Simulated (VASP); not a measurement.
Input:

```
CELL_PARAMETERS angstrom
      0.00000     2.75743     2.75743
      2.75743     0.00000     2.75743
     11.04455    11.04455    -0.01481
ATOMIC_POSITIONS crystal
  Zn 0.01244 0.01244 0.99067
  Zn 0.00066 0.00066 0.24951
  Zn 0.98969 0.98969 0.50773
  Se 0.25420 0.25420 0.05935
  Se 0.24306 0.24306 0.31771
  Se 0.23200 0.23200 0.57600
  Se 0.26723 0.26723 0.79957
  Be 0.00072 0.00072 0.74946
```

These are PBEsol GGA, VASP's PBE PAW potentials (set 64) (plane waves; VASP 6.6.1) values and carry that method's errors. Settings: 400 eV cut-off, Gaussian smearing of 0.050 eV, potentials Zn Se Be.

Q: Give the energies of bands 22 to 35 at the high-symmetry points, in eV from the valence-band maximum.

A: 
```json
[
 {"band": "22", "Γ": "-3.20", "T": "-1.66", "H2": "-4.94", "L": "-4.86", "S0": "-4.94", "F": "-4.87"},
 {"band": "23", "Γ": "-1.41", "T": "-1.41", "H2": "-4.58", "L": "-4.71", "S0": "-4.58", "F": "-4.71"},
 {"band": "24", "Γ": "-1.41", "T": "-1.41", "H2": "-3.72", "L": "-2.89", "S0": "-3.71", "F": "-2.90"},
 {"band": "25", "Γ": "-0.62", "T": "-1.35", "H2": "-3.50", "L": "-2.82", "S0": "-3.48", "F": "-2.79"},
 {"band": "26", "Γ": "-0.62", "T": "-0.71", "H2": "-3.27", "L": "-2.62", "S0": "-3.30", "F": "-2.65"},
 {"band": "27", "Γ": "-0.44", "T": "-0.71", "H2": "-3.06", "L": "-2.08", "S0": "-3.05", "F": "-2.46"},
 {"band": "28", "Γ": "-0.44", "T": "-0.27", "H2": "-2.19", "L": "-1.86", "S0": "-2.22", "F": "-1.87"},
 {"band": "29", "Γ": "-0.18", "T": "-0.27", "H2": "-2.05", "L": "-1.76", "S0": "-2.03", "F": "-1.66"},
 {"band": "30", "Γ": "0.00", "T": "-0.10", "H2": "-1.89", "L": "-1.29", "S0": "-1.91", "F": "-1.08"},
 {"band": "31", "Γ": "0.00", "T": "-0.10", "H2": "-1.74", "L": "-1.15", "S0": "-1.72", "F": "-0.95"},
 {"band": "32", "Γ": "1.66", "T": "2.47", "H2": "3.64", "L": "2.77", "S0": "3.58", "F": "2.47"},
 {"band": "33", "Γ": "2.80", "T": "2.69", "H2": "3.79", "L": "3.24", "S0": "3.96", "F": "2.65"},
 {"band": "34", "Γ": "2.97", "T": "2.87", "H2": "4.41", "L": "3.33", "S0": "4.17", "F": "3.39"},
 {"band": "35", "Γ": "3.12", "T": "2.99", "H2": "4.67", "L": "3.53", "S0": "4.87", "F": "3.60"}
]
```

The gap is direct, 1.66 eV, from the valence maximum at Γ to the conduction minimum at Γ.

The structure was generated: BeZn3Se4 was put into an ordered model structure (R3m), which need not be its known phase. It was relaxed first.
